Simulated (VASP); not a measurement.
Computed with MS2 meta-GGA, VASP's PBE PAW potentials (set 64) (plane waves; VASP).

Input for VASP

### INCAR
```
SYSTEM = ZrS2
PREC = Accurate
ENCUT = 520
EDIFF = 1E-7
NELM = 100
ALGO = Normal
LREAL = .FALSE.
LASPH = .TRUE.
ISMEAR = 0
SIGMA = 0.05
METAGGA = MS2
LMIXTAU = .TRUE.
LMAXMIX = 4
LWAVE = .FALSE.
LCHARG = .FALSE.
ISIF = 4
IBRION = 2
NSW = 30
EDIFFG = -0.01
```

### POSCAR
```
ZrS2
1
    1.8186980188    -3.1500773943     0.0000000000
    1.8186980188     3.1500773943     0.0000000000
    0.0000000000     0.0000000000     6.1070278923
Zr S
1 2
Direct
  0.0000000000   0.0000000000   0.0000000000
  0.3333330000   0.6666670000   0.2342034906
  0.6666670000   0.3333330000   0.7657965094
```

KPOINTS:
```
Automatic mesh
0
Gamma
7 7 4
0 0 0
```

POTCAR, in this order: Zr_sv S (PBE.64 set). Program: vasp_std.

Question: Estimate the energy per atom (σ→0).

Answer: 
- energy per atom (σ→0): -10.295 eV/atom

File OSZICAR:
```
...
DAV:  10    -0.308851967644E+02   -0.65931E-06   -0.13861E-07   760   0.325E-03    0.899E-04
DAV:  11    -0.308851963611E+02    0.40330E-06   -0.49860E-08   472   0.232E-03    0.241E-04
DAV:  12    -0.308851974792E+02   -0.11182E-05   -0.14948E-08   456   0.127E-03    0.271E-04
DAV:  13    -0.308851970107E+02    0.46851E-06   -0.30053E-09   448   0.485E-04    0.120E-04
DAV:  14    -0.308851973636E+02   -0.35285E-06   -0.11381E-09   448   0.347E-04    0.801E-05
DAV:  15    -0.308851968233E+02    0.54028E-06   -0.12109E-09   448   0.397E-04    0.319E-05
DAV:  16    -0.308851968546E+02   -0.31325E-07   -0.18789E-10   448   0.109E-04
   5 F= -.30885197E+02 E0= -.30885197E+02  d E =-.219483E-02
```

The compound is ZrS2 in the 1T layered structure. This cell is one point of a volume scan, at 0.97 of the reference volume. Symmetry was kept, so distortions that lower it aren't found.
